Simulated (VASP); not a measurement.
Given:

```xyz
2
Lattice="0.0000 3.3612 3.3612 3.3612 0.0000 3.3612 3.3612 3.3612 0.0000" Properties=species:S:1:pos:R:3 pbc="T T T"
Te     3.3612     3.3612     3.3612
Pb     0.0000     0.0000     0.0000
```

Computed with vdW-DF2, VASP's PBE PAW potentials (set 64) (plane waves; VASP). Numerical set-up: 520 eV cut-off, 7×7×7 Γ-centred mesh, Gaussian smearing of 0.050 eV, potentials Te Pb_d.

Question: What does the run give for the energy per atom (σ→0), pressure?

Answer: 
```
Item                            Value
---------------------  --------------
energy per atom (σ→0)  -1.033 eV/atom
pressure                     1.06 GPa
```

The compound is PbTe in the rock salt structure. This cell is one point of a volume scan, at 0.97 of the reference volume.
